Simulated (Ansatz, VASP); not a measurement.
This is a calculation of Be4CuGe for Ansatz 0.2.0. Atoms were shifted at random by some hundredths of an Å from the given cell, which wasn't relaxed again for these runs. The cell comes from a database or a generator and needn't be the stable form of this composition.

Contents of input.yaml:

```yaml
crystal:
  lattice:
    - [0.0, 3.123046, 3.123046]
    - [3.123046, 0.0, 3.123046]
    - [3.123046, 3.123046, 0.0]
  atoms:
    - { symbol: Ge, position: [0.004484, -0.000889, 0.007514] }
    - { symbol: Cu, position: [0.246363, 0.253047, 0.244436] }
    - { symbol: Be, position: [0.125204, 0.632064, 0.626675] }
    - { symbol: Be, position: [0.632521, 0.606443, 0.616185] }
    - { symbol: Be, position: [0.62393, 0.611833, 0.138522] }
    - { symbol: Be, position: [0.618578, 0.125682, 0.619717] }
hamiltonian:
  xc: pbe
  pseudopotentials: { kind: paw }
kpoints:
  mp_grid: { grid: [7, 7, 7] }
scf:
  occupations: { method: fermi_dirac, width: 0.05 }
output:
  forces: true
  stress: true
  eigenvalues: true
```

Potentials or basis: Ansatz PAW.

Launch:

```sh
$ ansatz run input.yaml --threads 2 --pin off --max-ram 5120MiB --backend cpu --events-out ev --progress --plain --runs-dir out
```

Question: What does the same run look like in VASP 6.6.1? Potentials or basis there: PBE PAW files Be, Cu, Ge_d, 520 eV.

Answer: As run (cutoffs and basis follow the program's own potentials, and thresholds, step limits or extra output files can differ):

The input INCAR:

```
SYSTEM = Be4CuGe
ALGO = Normal
EDIFF = 1E-7
ENCUT = 520
GGA = PE
ISIF = 2
ISMEAR = -1
LASPH = .True.
LCHARG = .False.
LREAL = .False.
LWAVE = .False.
NBANDS = 26
NELM = 80
PREC = Accurate
SIGMA = 0.05
```

Contents of KPOINTS:

```
k-points
0
Gamma
  7 7 7
  0 0 0
```

Contents of POSCAR:

```
Be4CuGe
1.0
    0.0000000000      3.1230460000      3.1230460000
    3.1230460000      0.0000000000      3.1230460000
    3.1230460000      3.1230460000      0.0000000000
Ge Cu Be
1 1 4
Direct
    0.0044840000     -0.0008890000      0.0075140000
    0.2463630000      0.2530470000      0.2444360000
    0.1252040000      0.6320640000      0.6266750000
    0.6325210000      0.6064430000      0.6161850000
    0.6239300000      0.6118330000      0.1385220000
    0.6185780000      0.1256820000      0.6197170000
```

Potentials or basis: VASP PAW PBE potentials, release 64 (Ge_d, Cu, Be).

Command:

```console
$ cat potpaw_PBE.64/Ge_d/POTCAR potpaw_PBE.64/Cu/POTCAR potpaw_PBE.64/Be/POTCAR > POTCAR
$ mpirun -np 1 vasp_std > vasp.out
```

Both were run:

|  | Ansatz | VASP |
| --- | --- | --- |
| Pressure | 1.1 GPa | 1.3 GPa |
| Largest force | 0.692 eV/Å | 0.698 eV/Å |
| Energy over the undisturbed cell | 8.2 meV/atom | 8.3 meV/atom |

Ansatz's pressure holds a Pulay term of +0.06 GPa for its cutoff of 420 eV, which the other run lacks.

The potentials hold 41 and 33 valence electrons a cell.

Where Ansatz's input types no cutoff or centring, it takes its own default and a Γ-centred mesh.

Pressure is positive in compression.
